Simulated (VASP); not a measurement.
OSZICAR of a VASP run on ZnO (wurtzite):

**OSZICAR**
```
       N       E                     dE             d eps       ncg     rms          rms(c)
DAV:   1     0.304296750312E+03    0.30430E+03   -0.20630E+04  1760   0.256E+03
DAV:   2     0.127053523293E+02   -0.29159E+03   -0.28036E+03  1912   0.464E+02
DAV:   3    -0.203900189198E+02   -0.33095E+02   -0.32844E+02  2042   0.161E+02
DAV:   4    -0.210839863728E+02   -0.69397E+00   -0.69310E+00  1940   0.250E+01
DAV:   5    -0.210894724439E+02   -0.54861E-02   -0.54859E-02  2036   0.215E+00    0.136E+01
DAV:   6    -0.177211606629E+02    0.33683E+01   -0.12589E+01  3114   0.760E+01    0.813E+00
DAV:   7    -0.178666732133E+02   -0.14551E+00   -0.26254E+00  1994   0.199E+01    0.490E+00
DAV:   8    -0.178908599647E+02   -0.24187E-01   -0.86903E-01  2414   0.898E+00    0.180E+00
DAV:   9    -0.178264424098E+02    0.64418E-01   -0.19421E-01  2690   0.815E+00    0.344E-01
DAV:  10    -0.178299846846E+02   -0.35423E-02   -0.54786E-02  1766   0.176E+00    0.139E-01
DAV:  11    -0.178300126304E+02   -0.27946E-04   -0.86820E-04  2072   0.340E-01    0.483E-02
DAV:  12    -0.178300294702E+02   -0.16840E-04   -0.16913E-04  2396   0.338E-01    0.215E-02
DAV:  13    -0.178300480947E+02   -0.18624E-04   -0.44429E-05  2360   0.146E-01    0.284E-02
DAV:  14    -0.178300366873E+02    0.11407E-04   -0.30289E-05  2330   0.626E-02    0.611E-03
DAV:  15    -0.178300364628E+02    0.22451E-06   -0.87419E-06  1812   0.249E-02    0.155E-03
DAV:  16    -0.178300363496E+02    0.11313E-06   -0.15542E-07  1394   0.377E-03    0.143E-03
DAV:  17    -0.178300363028E+02    0.46831E-07   -0.27145E-07  1226   0.138E-02
   1 F= -.17830036E+02 E0= -.17830036E+02  d E =-.140681E-18
```

Q: Which electronic solver shows in the log?

A: It is blocked Davidson (ALGO = Normal, or the opening steps of other solvers). The INCAR had ALGO = Normal.

Q: Can the final energy be trusted as converged?

A: Self-consistency was reached. It stopped with EDIFF = 1E-7, NELM = 100 (PBE GGA, plane waves, VASP's PBE PAW potentials (set 64)).

The compound is ZnO in the wurtzite structure. This cell was strained or had an atom moved on purpose.
